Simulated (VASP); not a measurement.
Given:

```
CELL_PARAMETERS angstrom
      2.00430    -3.47155     0.00000
      2.00430     3.47155     0.00000
      0.00000     0.00000     5.23260
ATOMIC_POSITIONS crystal
  Ni 0.00000 0.00000 0.50000
  Ni 0.00000 0.00000 0.00000
  Sb 0.33333 0.66667 0.25000
  Sb 0.66667 0.33333 0.75000
```

Method: PBE GGA + U (Dudarev), VASP's PBE PAW potentials (set 64) (plane waves; VASP 6.6.1). Numerical set-up: 400 eV cut-off, 8×8×6 Γ-centred mesh, first-order Methfessel-Paxton smearing of 0.10 eV, potentials Ni Sb, U − J: Ni 3.00 eV.

Task: Give the stress tensor in GPa (positive for a compressed cell).

Result: 
```
-5.71   0.00   0.00
 0.00  -5.71   0.00
 0.00   0.00  -5.09
```
The pressure is its mean diagonal, -5.50 GPa.

The compound is NiSb in the NiAs type structure. The cell was not relaxed at this level. The run is one of a series of settings (LDAU = .TRUE., LDAUJ = 0 0, LDAUL = 2 -1, LDAUTYPE = 2, LDAUU = 3.0 0 against the base run), some of them coarse on purpose. The run is not spin-polarised, so no magnetic state was tried.
